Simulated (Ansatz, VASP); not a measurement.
# One calculation of Zr3SbH, two programs

```
Zr Sb H
1.0
     4.35956    0.00000    0.00000
     0.00000    4.35956    0.00000
     0.00000    0.00000    4.35956
Zr Sb H
3 1 1
Direct
  0.00000 0.50000 0.50000
  0.50000 0.00000 0.50000
  0.50000 0.50000 0.00000
  0.00000 0.00000 0.00000
  0.50000 0.50000 0.50000
```

Change from the starting cell: species swapped into the Mn3AgN type (Pm-3m, No. 221).

Alike in both runs: task relaxation of cell and atoms; functional PBE; k mesh 4 × 4 × 4; occupations gaussian, width 0.1 eV; no spin polarisation.

```csv
,VASP,Ansatz
version,VASP 6.6.1,Ansatz 0.2.0
potentials or method,"VASP PAW PBE potentials, release 64 (Zr_sv, Sb, H)","scalar-relativistic, plane waves, PAW"
plane-wave cutoff (eV),600,420
valence electrons in the cell,42,52
```

Ansatz gave:

```
gap on the k mesh at the Fermi level, each at its own relaxed structure (eV) : none
relaxed volume (Å³/atom)                                                     : 17.77
relaxed cell length with the largest relative difference (Å)                 : 4.462
energy change over the relaxation (meV/atom)                                 : -34
```

Q: Estimate VASP's values.

A: gap on the k mesh at the Fermi level, each at its own relaxed structure (eV): none; relaxed volume (Å³/atom): 17.81; relaxed cell length with the largest relative difference (Å): 4.466; energy change over the relaxation (meV/atom): -35.

A gap of «none» marks a metal or a gap that the smearing closes. The two sets of potentials don't hold the same shells in valence.

Caveats: the k mesh is coarse (spacing up to 0.36 Å⁻¹), so the values aren't converged. The runs have no spin-orbit coupling, so splittings on Sb are missing.
